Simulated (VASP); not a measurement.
# Zn2P with PW91 + D4: from relaxation to properties

Wanted: the relaxed cell of Zn2P and its properties. The steps: rough relaxation of the start cell, relaxing cell and atoms (PW91 + D4), density, ELF and potential (PW91 + D4), bands along the symmetry lines (PW91 + D4), density of states (PW91 + D4), field gradients at the nuclei (PW91 + D4), volume scan with PW91 + D4, fit for PW91 + D4 and core-level energies (PW91 + D4). The cell is invented: other elements were put on sites of a known structure type. It may not be a known or stable phase.

Program: VASP 6.6.1. Level of theory: PW91 with D4; plane waves and PAW (Zn, P); invented cell. Results are calculated unless marked as measured.

## (1) Set-up

Before any relaxation, the start is as follows. Symmetry: P-3m1, No. 164, trigonal system. The conventional cell has a = 3.172 Å, b = 3.172 Å, c = 5.052 Å, α = 90.00°, β = 90.00°, γ = 120.00°. Zn has 3 P at 2.23 Å nearest. P has 6 Zn at 2.23 Å nearest. Farther neighbours are not listed.

## (2) Rough relaxation of the start cell

The start is only an estimate, so a cheap relaxation brings it near a minimum before any careful run. PW91 is the forerunner of PBE and gives much the same. A dispersion term adds the long-range attraction that semilocal functionals lack. D4 lets the coefficients depend on atomic charges too.

File INCAR:

```
SYSTEM = Zn2P
PREC = Normal
ENCUT = 400
EDIFF = 1E-05
NELM = 60
ISMEAR = -1
SIGMA = 0.05
LREAL = .FALSE.
ALGO = Fast
GGA = 91
IVDW = 13
VDW_S6 = 1
VDW_S8 = 0.77283111
VDW_A1 = 0.39581542
VDW_A2 = 4.93405761
NBANDS = 20
LORBIT = 11
LWAVE = .FALSE.
LCHARG = .FALSE.
IBRION = 2
NSW = 40
ISIF = 3
EDIFFG = -0.04
```

File POSCAR:

```
Zn2P
1.0
    3.1719268400      0.0000000000      0.0000000000
   -1.5859634200      2.7469692300      0.0000000000
    0.0000000000      0.0000000000      5.0515520200
Zn P
2 1
Direct
    0.3333333300      0.6666666700      0.2520099900
    0.6666666700      0.3333333300      0.7479900100
    0.0000000000      0.0000000000      0.0000000000
```

File KPOINTS:

```
Automatic mesh
0
Gamma
6 6 3
0 0 0
```

Potentials, in the order of the species: Zn and P (PBE family, release 64).

Started as:

```sh
mpirun -np 1 vasp_std
```

Output:

```text
[banner, memory and clock lines left out]
running    1 mpi-ranks, on    1 nodes
 distrk:  each k-point on    1 cores,    1 groups
 distr:  one band on    1 cores,    1 groups

 POSCAR found type information on POSCAR ZnP
 POSCAR found :  2 types and       3 ions
|                                                                             |
|               ----> ADVICE to this user running VASP <----                  |
|                                                                             |
|     You enforced a specific xc type in the INCAR file but a different       |
|     [... a line on the potential file left out ...]
|     I HOPE YOU KNOW WHAT YOU ARE DOING!                                     |
|                                                                             |

 LDA part: xc-table for (Slater(with rela. corr.)+CA(PZ))
 , standard interpolation
 POSCAR, INCAR and KPOINTS ok, starting setup
 FFT: planning ... GRIDC
 FFT: planning ... GRID_SOFT
 FFT: planning ... GRID
 WAVECAR not read
 entering main loop
       N       E                     dE             d eps       ncg     rms          rms(c)
DAV:   1     0.138737584358E+03    0.13874E+03   -0.12100E+04   680   0.168E+03
DAV:   2     0.193891805369E+01   -0.13680E+03   -0.13165E+03   684   0.308E+02
DAV:   3    -0.641699758593E+01   -0.83559E+01   -0.82820E+01   768   0.827E+01
DAV:   4    -0.655341445432E+01   -0.13642E+00   -0.13621E+00   772   0.982E+00
DAV:   5    -0.655500570698E+01   -0.15913E-02   -0.15912E-02   776   0.108E+00    0.101E+01
RMM:   6    -0.560831651039E+01    0.94669E+00   -0.29765E+00   683   0.174E+01    0.734E+00
RMM:   7    -0.557540180728E+01    0.32915E-01   -0.51499E-01   684   0.784E+00    0.301E+00
RMM:   8    -0.556304731866E+01    0.12354E-01   -0.85291E-02   680   0.245E+00    0.161E+00
RMM:   9    -0.556166628354E+01    0.13810E-02   -0.17626E-02   687   0.155E+00    0.179E-01
RMM:  10    -0.556218132469E+01   -0.51504E-03   -0.64042E-03   681   0.617E-01    0.140E-01
RMM:  11    -0.556185343200E+01    0.32789E-03   -0.13253E-03   680   0.362E-01    0.626E-02
RMM:  12    -0.556187530545E+01   -0.21873E-04   -0.38570E-04   676   0.143E-01    0.635E-02
RMM:  13    -0.556184218903E+01    0.33116E-04   -0.24345E-04   679   0.177E-01    0.741E-03
RMM:  14    -0.556184436390E+01   -0.21749E-05   -0.31096E-05   481   0.518E-02
   1 F= -.65167098E+01 E0= -.65090052E+01  d E =-.651671E+01
 curvature:   0.00 expect dE= 0.000E+00 dE for cont linesearch  0.000E+00
 trial: gam= 0.00000 g(F)=  0.108E+01 g(S)=  0.336E+01 ort = 0.000E+00 (trialstep = 0.100E+01)
 search vector abs. value=  0.445E+01
 bond charge predicted
       N       E                     dE             d eps       ncg     rms          rms(c)
DAV:   1    -0.362336960279E+02   -0.30672E+02   -0.12018E+03   712   0.697E+02    0.527E+01
RMM:   2    -0.126958562697E+02    0.23538E+02   -0.14309E+02   680   0.132E+02    0.217E+01
RMM:   3    -0.925018042781E+01    0.34457E+01   -0.13733E+01   680   0.465E+01    0.168E+01
RMM:   4    -0.708399814194E+01    0.21662E+01   -0.26571E+00   680   0.165E+01    0.374E+00
RMM:   5    -0.673782414725E+01    0.34617E+00   -0.10913E+00   680   0.109E+01    0.754E-01
RMM:   6    -0.673758079129E+01    0.24336E-03   -0.79259E-02   680   0.250E+00    0.258E-01
RMM:   7    -0.673848084356E+01   -0.90005E-03   -0.11468E-02   684   0.936E-01    0.173E-01
RMM:   8    -0.673859530049E+01   -0.11446E-03   -0.39431E-03   682   0.617E-01    0.885E-02
RMM:   9    -0.673855277656E+01    0.42524E-04   -0.87539E-04   681   0.306E-01    0.157E-02
RMM:  10    -0.673857674023E+01   -0.23964E-04   -0.25070E-04   654   0.109E-01    0.150E-02
RMM:  11    -0.673857913438E+01   -0.23941E-05   -0.51820E-05   538   0.712E-02
   2 F= -.74276795E+01 E0= -.74171747E+01  d E =-.910970E+00
[... from here on, the cycles between the ionic steps are left out ...]
   3 F= -.76750589E+01 E0= -.76656431E+01  d E =-.115835E+01
   4 F= -.76749078E+01 E0= -.76654258E+01  d E =-.115820E+01
   5 F= -.78674032E+01 E0= -.78613174E+01  d E =-.192495E+00
   6 F= -.82737774E+01 E0= -.82699679E+01  d E =-.598870E+00
   7 F= -.82690297E+01 E0= -.82654911E+01  d E =-.594122E+00
   8 F= -.82756500E+01 E0= -.82719778E+01  d E =-.600742E+00
   9 F= -.82804757E+01 E0= -.82768149E+01  d E =-.482566E-02
  10 F= -.82850095E+01 E0= -.82812534E+01  d E =-.935949E-02
  11 F= -.82847002E+01 E0= -.82809424E+01  d E =-.905015E-02
  12 F= -.82849395E+01 E0= -.82811806E+01  d E =-.928947E-02
  13 F= -.82849992E+01 E0= -.82812412E+01  d E =-.934912E-02
  14 F= -.82850100E+01 E0= -.82812521E+01  d E =-.936001E-02
  15 F= -.82871650E+01 E0= -.82834951E+01  d E =-.215494E-02
  16 F= -.82881567E+01 E0= -.82849281E+01  d E =-.314661E-02
  17 F= -.82886477E+01 E0= -.82852995E+01  d E =-.363770E-02
  18 F= -.82885190E+01 E0= -.82849919E+01  d E =-.350893E-02
  19 F= -.82887387E+01 E0= -.82853025E+01  d E =-.372864E-02
 curvature:  -1.06 expect dE=-0.137E-02 dE for cont linesearch -0.547E-04
 ZBRENT: interpolating
 opt :   4.0855  next Energy=    -8.288779 (dE=-0.377E-02)
 bond charge predicted
       N       E                     dE             d eps       ncg     rms          rms(c)
DAV:   1    -0.741785570974E+01   -0.57590E-03   -0.30659E-02   756   0.140E+00    0.780E-02
RMM:   2    -0.741776375812E+01    0.91952E-04   -0.45868E-04   680   0.237E-01    0.253E-02
RMM:   3    -0.741775699049E+01    0.67676E-05   -0.42638E-05   506   0.606E-02
  20 F= -.82887428E+01 E0= -.82853361E+01  d E =-.373279E-02
 curvature:  -0.79 expect dE=-0.251E-03 dE for cont linesearch -0.125E-08
 trial: gam= 0.19280 g(F)=  0.175E-04 g(S)=  0.299E-03 ort = 0.166E-05 (trialstep = 0.193E+01)
 search vector abs. value=  0.383E-03
 reached required accuracy - stopping structural energy minimisation
```

It took 64 s on 1 MPI rank of AMD EPYC 7R43, shared host; peak memory 0.09 GiB.

Lines that name or quote the potential files are left out of all logs, and their timing lines are given in words.

Parts of OUTCAR (step 2):

```text
ion  position               nearest neighbor table
   1  0.333  0.667  0.252-   3 2.23   3 2.23   3 2.23
   2  0.667  0.333  0.748-   3 2.23   3 2.23   3 2.23
   3  0.000  0.000  0.000-   1 2.23   2 2.23   2 2.23   1 2.23   2 2.23   1 2.23

  LATTYP: Found a hexagonal cell.
 ALAT       =     3.1719268400
 C/A-ratio  =     1.5925815048

 Subroutine GETGRP returns: Found 12 space group operations
 (whereof 12 operations were pure point group operations)

The static configuration has the point symmetry D_3d.

 Found     17 irreducible k-points:

   k-points           NKPTS =     17   k-points in BZ     NKDIM =     17   number of bands    NBANDS=     20

   dimension x,y,z NGX =    16 NGY =   16 NGZ =   28
   dimension x,y,z NGXF=    32 NGYF=   32 NGZF=   56

   ENCUT  =  400.0 eV  29.40 Ry    5.42 a.u.   5.17  5.17  8.24*2*pi/ulx,y,z

   NELECT =      29.0000    total number of electrons

 k-points in reciprocal lattice and weights: Automatic mesh
   0.00000000  0.00000000  0.00000000       0.009
   0.16666667  0.00000000  0.00000000       0.056
   0.33333333  0.00000000  0.00000000       0.056
   0.50000000  0.00000000  0.00000000       0.028
   0.16666667  0.16666667  0.00000000       0.056
   0.33333333  0.16666667  0.00000000       0.111
   0.33333333  0.33333333  0.00000000       0.019
   0.00000000  0.00000000  0.33333333       0.019
   0.16666667  0.00000000  0.33333333       0.056
[...]
-0.16666667  0.50000000  0.33333333       0.111
   0.33333333  0.33333333  0.33333333       0.037

 average (electrostatic) potential at core
       1 -35.6850       2 -35.6850       3 -84.6329

 E-fermi :   3.7887

 k-point     1 :       0.0000    0.0000    0.0000
  band No.  band energies     occupation
    ...
      9      -3.0778      2.00000
     10      -3.0778      2.00000
     11      -3.0778      2.00000
     12       0.8416      2.00000
     13       1.0705      2.00000
     14       4.1465      0.00156
     15       4.1465      0.00156
     16       7.6148      0.00000
     17       7.9937      0.00000
     18       7.9939      0.00000
    ...

 k-point     2 :       0.1667    0.0000    0.0000
  band No.  band energies     occupation
    ...
     11      -3.0218      2.00000
     12       0.9627      2.00000
     13       1.3054      2.00000
     14       2.5809      2.00000
     15       3.3838      1.99939
     16       6.7138      0.00000
     17       9.1815      0.00000
     18       9.5088      0.00000
     19      11.3370      0.00000
     20      13.2250      0.00000

 k-point     3 :       0.3333    0.0000    0.0000
  band No.  band energies     occupation
    ...
     11      -2.9726      2.00000
     12      -0.9362      2.00000
     13       1.9882      2.00000
     14       2.3599      2.00000
     15       3.1336      2.00000
     16       5.3380      0.00000
     17       8.4232      0.00000
     18       9.7098      0.00000
     19      11.0219      0.00000
     20      12.3836      0.00000

  DFT-D4 for vdW energy calculation

  Edisp (eV):   -0.87099

  Total       0.04956     0.04956     0.11702     0.00000    -0.00000     0.00000
  in kB       1.61028     1.61028     3.80178     0.00000    -0.00000     0.00000
  external pressure =        2.34 kB  Pullay stress =        0.00 kB

  energy-cutoff  :      400.00
  volume of cell :       49.32
      direct lattice vectors                 reciprocal lattice vectors
     3.677687256  0.000000000  0.000000000     0.271910016  0.156987320 -0.000000000
    -1.838843628  3.184970603 -0.000000000     0.000000000  0.313974641 -0.000000000
    -0.000000000  0.000000000  4.210182278     0.000000000  0.000000000  0.237519407

 POSITION                                       TOTAL-FORCE (eV/Angst)
 -----------------------------------------------------------------------------------
     -0.00000      2.12331      1.23745        -0.000000      0.000000      0.013486
      1.83884      1.06166      2.97273         0.000000     -0.000000     -0.013486
      0.00000      0.00000     -0.00000        -0.000000      0.000000      0.000000
 -----------------------------------------------------------------------------------
    total drift:                                0.000000      0.000000     -0.000000

  FREE ENERGIE OF THE ION-ELECTRON SYSTEM (eV)
  ---------------------------------------------------
  free  energy   TOTEN  =        -8.2887428371 eV

  energy  without entropy=       -8.2819293022  energy(sigma->0) =       -8.28533607

 reached required accuracy - stopping structural energy minimisation

 total charge
# of ion       s       p       d       tot
------------------------------------------
    1        0.617   0.411   9.742  10.770
    2        0.617   0.411   9.742  10.770
    3        1.053   1.440   0.000   2.493
--------------------------------------------------
tot          2.287   2.262  19.483  24.032

[... 3 further parts left out ...]
```

CONTCAR:

```
Zn2P
   1.00000000000000
     3.6776872563244321    0.0000000000000000    0.0000000000000000
    -1.8388436281622160    3.1849706025424127   -0.0000000000000000
    -0.0000000000000000    0.0000000000000000    4.2101822781351528
  Zn              P
     2     1
Direct
     0.3333333300000021    0.6666666699999979    0.2939177521490552
     0.6666666699999979    0.3333333300000021    0.7060822478509446
     0.0000000000000000    0.0000000000000000    0.0000000000000000
```

This run has no spin polarisation. Its electron count is odd, so without a moment it is a metal by construction. The k-mesh is coarse for a metal. This relaxation is a rough one on cheap settings, only to bring the start near its minimum. The PAW data sets were made with PBE, which is usual practice but a small mismatch for other functionals. After so large a change of volume the plane waves of the start cell no longer fit, so the final stress carries a basis-set error. The run keeps the 12 symmetry operations of its start, so it cannot find a distortion of lower symmetry.

The steps of the relaxation:

```
step  energy less that of the first step (eV)  largest force (eV/Å)  pressure (GPa)  volume (Å³)
   1                                   0.0000                3.3528           28.87        44.02
   2                                  -0.9110                0.2700           -9.04        62.96
   3                                  -1.1583                0.5196           -2.46        55.03
   4                                  -1.1582                0.4716           -3.56        55.32
   5                                  -1.3507                0.4917           -2.69        53.71
   6                                  -1.7571                0.0532            1.34        48.32
   7                                  -1.7523                0.0949            3.01        47.43
   8                                  -1.7589                0.0670            1.91        47.95
   9                                  -1.7638                0.1703           -0.74        49.61
  10                                  -1.7683                0.1311           -0.42        48.93
  11                                  -1.7680                0.1209            0.67        48.74
  12                                  -1.7682                0.1287            0.78        48.83
  13                                  -1.7683                0.1313            0.57        48.88
  14                                  -1.7683                0.1326            0.08        48.91
  15                                  -1.7705                0.0795            0.89        49.04
  16                                  -1.7714                0.0619            0.46        49.46
  17                                  -1.7719                0.0246           -0.41        49.37
  18                                  -1.7718                0.0311            0.29        49.20
  19                                  -1.7720                0.0040            0.52        49.29
  20                                  -1.7720                0.0135            0.23        49.32
```

```
     cell as run  before  after   change
           a (Å)   3.172  3.678  +15.9 %
           b (Å)   3.172  3.678  +15.9 %
           c (Å)   5.052  4.210  -16.7 %
volume (Å³/atom)   14.67  16.44  +12.0 %
```

The atoms that moved most (Å, as changes of fractional coordinates times the final cell):

```
atom     dx     dy      dz  length
 Zn1  0.000  0.000   0.176   0.176
 Zn2  0.000  0.000  -0.176   0.176
```

Final coordinates:

```
Zn P
1.0
     3.67769    0.00000    0.00000
    -1.83884    3.18497    0.00000
     0.00000    0.00000    4.21018
Zn P
2 1
Cartesian
  0.0000 2.1233 1.2374
  1.8388 1.0617 2.9727
  0.0000 0.0000 0.0000
```

This step gave:

| Item | Value |
| --- | --- |
| electrons | 29 |
| bands | 20 |
| irreducible k-points | 17 |
| symmetry operations | 12 |
| free energy (TOTEN) | -8.289 eV |
| energy at zero smearing | -8.285 eV |
| Fermi energy | 3.789 eV |
| pressure | 0.2341 GPa |
| metallic | yes |
| SCF cycles over all ionic steps | 145 |

It ends with a largest force of 0.013 eV/Å and a pressure of 0.23 GPa.

(Continued in part 2 of 5.)

[Lines on the potential files, build, host, timing and source positions are cut from VASP's logs without a mark.]

[Logs are printed without paths, hosts, clocks, repeated set-up lines and the standing remarks that a program may print on its own settings, such as how far it seeks lower states.]

[Hosts, paths, dates, database ids (printed as entryN), source tags and the programs' standing remarks are cut or masked in the printed files.]

[A measured line is paired with the nearest computed mode of its activity, which favours agreement.]
